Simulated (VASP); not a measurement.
These are PBEsol GGA, VASP's PBE PAW potentials (set 64) (plane waves; VASP) values and carry that method's errors.

Input for VASP

### KPOINTS
```
K-points
0
gamma
 14 14 14
0 0 0
```

INCAR:
```
! general
SYSTEM  = YSi2
PREC    = Accurate
ENCUT   = 400   ! plane-wave cut-off (eV)
LREAL   = .FALSE.
LASPH   = .TRUE.   ! aspherical one-centre terms

! electronic loop
EDIFF   = 1E-7
NELM    = 100
ALGO    = Normal   ! blocked Davidson
LMAXMIX = 4

! smearing
ISMEAR  = -5   ! tetrahedra, Bloechl

! functional
GGA     = PS   ! PBEsol

! ions
ISIF    = 2

! output
LWAVE   = .FALSE.
LCHARG  = .TRUE.
LORBIT  = 11
NEDOS   = 601

! other
LEFG    = .TRUE.
```

POSCAR:
```
YSi2
1
   -1.6720141626     1.6720141626     4.9461108773
    1.6720141626    -1.6720141626     4.9461108773
    1.6720141626     1.6720141626    -4.9461108773
Y Si
1 2
Direct
  0.0000000000   0.0000000000   0.0000000000
  0.2977658350   0.2977658350   0.0000000000
  0.7022341650   0.7022341650   0.0000000000
```

POTCAR, in this order: Y_sv Si (PBE.64 set). Program: vasp_std.

The run wrote:

OSZICAR:
```
       N       E                     dE             d eps       ncg     rms          rms(c)
DAV:   1     0.405716156969E+02    0.40572E+02   -0.76787E+03  6360   0.107E+03
DAV:   2    -0.177896008933E+02   -0.58361E+02   -0.57020E+02  7715   0.203E+02
DAV:   3    -0.202542267674E+02   -0.24646E+01   -0.24295E+01  9546   0.319E+01
DAV:   4    -0.203165441527E+02   -0.62317E-01   -0.62263E-01  8449   0.528E+00
DAV:   5    -0.203177133798E+02   -0.11692E-02   -0.11702E-02  9748   0.608E-01    0.267E+01
DAV:   6    -0.195821706189E+02    0.73554E+00   -0.35335E+00  7543   0.832E+00    0.208E+01
DAV:   7    -0.195475644628E+02    0.34606E-01   -0.32422E-01  8502   0.326E+00    0.692E+00
DAV:   8    -0.195462765165E+02    0.12879E-02   -0.35295E-02 10476   0.113E+00    0.680E-01
DAV:   9    -0.195454375397E+02    0.83898E-03   -0.50524E-03  8000   0.569E-01    0.302E-01
DAV:  10    -0.195454387332E+02   -0.11935E-05   -0.55150E-04  9361   0.206E-01    0.126E-01
DAV:  11    -0.195454213878E+02    0.17345E-04   -0.78422E-05  8049   0.709E-02    0.194E-02
DAV:  12    -0.195454234456E+02   -0.20579E-05   -0.53334E-06  9239   0.191E-02    0.148E-02
DAV:  13    -0.195454226182E+02    0.82744E-06   -0.63452E-07  8044   0.790E-03    0.622E-03
DAV:  14    -0.195454224594E+02    0.15880E-06   -0.55962E-08  5452   0.236E-03    0.121E-03
DAV:  15    -0.195454224895E+02   -0.30152E-07   -0.11993E-08  5047   0.978E-04
   1 F= -.19545422E+02 E0= -.19545422E+02  d E =0.000000E+00
```

File OUTCAR:
```
------------------------ aborting loop because EDIFF is reached ----------------------------------------
  FORCE on cell =-STRESS in cart. coord.  units (eV):
  Direction    XX          YY          ZZ          XY          YZ          ZX
  --------------------------------------------------------------------------------------
  Total        0.2050473      0.2050473     -0.2268142      0.0000000     -0.0000000      0.0000000
  in kB        5.9396512      5.9396512     -6.5701769      0.0000000     -0.0000000      0.0000000
  external PRESSURE =       1.7697085 kB  Pullay stress =       0.0000000 kB
  volume of cell :       55.31
      direct lattice vectors                 reciprocal lattice vectors
    -1.672014163  1.672014163  4.946110877     0.000000000  0.299040529  0.101089525
     1.672014163 -1.672014163  4.946110877     0.299040529  0.000000000  0.101089525
     1.672014163  1.672014163 -4.946110877     0.299040529  0.299040529  0.000000000
 POSITION                                       TOTAL-FORCE (eV/Angst)
 -----------------------------------------------------------------------------------
      0.00000      0.00000      0.00000        -0.000000     -0.000000      0.000000
      0.00000      0.00000      2.94557        -0.000000     -0.000000     -0.066823
      0.00000      0.00000      6.94666         0.000000      0.000000      0.066823
 -----------------------------------------------------------------------------------
    total drift:                               -0.000000     -0.000000     -0.000000
  FREE ENERGIE OF THE ION-ELECTRON SYSTEM (eV)
  ---------------------------------------------------
  free  energy   TOTEN  =       -19.5454224895 eV

  energy  without entropy=      -19.5454224895  energy(sigma->0) =      -19.54542249

 total charge

# of ion       s       p       d       f       tot
--------------------------------------------------
    1        2.202   6.332   1.181   0.036   9.752
    2        0.791   0.834   0.000   0.000   1.625
    3        0.791   0.834   0.000   0.000   1.625
--------------------------------------------------
tot          3.784   8.001   1.181   0.036  13.002

 Electric field gradients after diagonalization (V/A^2)
 (convention: |V_zz| > |V_xx| > |V_yy|)
----------------------------------------------------------------------
 ion       V_xx      V_yy      V_zz     asymmetry (V_yy - V_xx)/ V_zz
----------------------------------------------------------------------
   1      37.670    37.669   -75.339       0.000
   2      16.248    16.248   -32.496       0.000
   3      16.248    16.248   -32.496       0.000
```
(Selected blocks of OUTCAR.)

For a metal the tetrahedron method with Blöchl corrections gives inexact stress and forces.

The structure was generated: YSi2 was put into the MoSi2 type (I4/mmm), which need not be its known phase. It was relaxed first. The electron count is odd and the run is not spin-polarised, which forces a metal.
